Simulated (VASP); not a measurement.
Energy against volume of SrTe (rock salt). Calculation: MS2 meta-GGA, VASP's PBE PAW potentials (set 64) (plane waves; VASP). Settings: 520 eV cut-off, 7×7×7 Γ-centred mesh, Gaussian smearing of 0.050 eV, potentials Sr_sv Te.

```
V (Å³/atom)  E (eV/atom)
-----------  -----------
36.418          -2.36216
37.545          -2.36613
38.671          -2.36280
39.797          -2.35321
```

### Question
Fit these four points and predict the energy of the run at 35.292 Å³/atom.

### Answer
A cubic in V^(−2/3), the third-order Birch-Murnaghan form, passes through the four points with V0 = 37.57 Å³/atom and B0 = 34 GPa, and gives -2.3497 eV/atom there. The run gave -2.3497 eV/atom, +0.0 meV/atom from the fit; all five points give B0 = 34 GPa.

The compound is SrTe in the rock salt structure. It was relaxed first.
